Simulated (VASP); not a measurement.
Crystal: MgZr2O3.

```
Mg Zr O
1.0
     3.27000    0.00000    0.00000
    -1.63500    2.83190    0.00000
     0.00000    0.00000    8.03000
Mg Zr O
1 2 3
Direct
  0.00000 0.00000 0.00000
  0.66667 0.33333 0.66670
  0.33333 0.66667 0.33330
  0.33333 0.66667 0.83330
  0.66667 0.33333 0.16670
  0.00000 0.00000 0.50000
```

The cell was built by a generator and needn't be a form met in nature.

| Quantity | Value |
| --- | --- |
| Program | VASP 6.6.1 |
| Task | relaxation of cell and atoms |
| Functional | PBE |
| Potentials or basis | VASP PAW PBE potentials, release 64 (Mg, Zr_sv, O) |
| Cutoff | 520 eV |
| k mesh | 5 × 5 × 2 |
| Occupations | gaussian, width 0.15 eV |
| Spin | no spin polarisation |

At the start: pressure -6.5 GPa; volume 12.39 Å³/atom.

Q: How do energy, volume and symmetry change on relaxing?

A: Over 9 steps the energy falls by 181.5 meV/atom and the volume is 11.29 Å³/atom (-8.9 %); space group P-3m1 (No. 164, to 0.05 Å).

Step by step:
```csv
step,energy change (eV),largest force (eV/Å),pressure (GPa),volume (Å³)
1,0.0000,1.3348,-6.50,74.36
2,-0.4397,1.4209,2.33,69.05
3,-0.4478,1.2988,3.94,68.39
4,-0.6957,2.1475,4.03,67.62
5,-0.7119,2.5815,4.58,67.30
6,-0.9998,1.3424,-1.20,68.60
7,-1.0385,0.8240,-3.11,69.16
8,-1.0400,0.6983,-3.59,69.30
9,-1.0888,0.0696,-0.10,67.77
```

Final structure:
```
Mg Zr O
1.0
     3.01372    0.00000    0.00000
    -1.50686    2.60996    0.00000
     0.00000    0.00000    8.61588
Mg Zr O
1 2 3
Direct
  0.00000 0.00000 0.00000
  0.66667 0.33333 0.67632
  0.33333 0.66667 0.32368
  0.33333 0.66667 0.86282
  0.66667 0.33333 0.13718
  0.00000 0.00000 0.50000
```

Caveat: the k mesh is coarse (spacing up to 0.44 Å⁻¹), so the values aren't converged.
